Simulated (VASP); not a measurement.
Given:

```
FePt
1.0
    2.72000     0.00000     0.00000
    0.00000     2.72000     0.00000
    0.00000     0.00000     3.71000
Fe Pt
1 1
Cartesian
  0.00000   0.00000   0.00000
  1.36000   1.36000   1.85500
```
Starting moments (μB, in the order of the record's atoms Fe Pt): 3.0 0.0.

Computed with PBE GGA, VASP's PBE PAW potentials (set 64) (plane waves; VASP). Settings: 400 eV cut-off, 12×12×9 Γ-centred mesh, first-order Methfessel-Paxton smearing of 0.10 eV, potentials Fe Pt.

Problem. The ions, cell shape and volume are relaxed. Which structure does the run end with?

Solution. 
```
FePt
1.0
    2.72794     0.00000     0.00000
    0.00000     2.72794     0.00000
    0.00000     0.00000     3.75704
Fe Pt
1 1
Direct
  0.00000   0.00000   0.00000
  0.50000   0.50000   0.50000
```
Space group P4/mmm (123), at a tolerance of 0.03 Å. The cell ends with 3.29 μB, on the sites 2.94 0.33 μB.

Problem. How do energy and volume change from the first to the last step?

Solution. The energy (σ→0) changes by -3.5 meV/atom and the volume by +1.9 %, in 6 ionic steps.

The compound is FePt in the L1_0 structure. This run relaxes it. Symmetry was kept, so distortions that lower it aren't found.
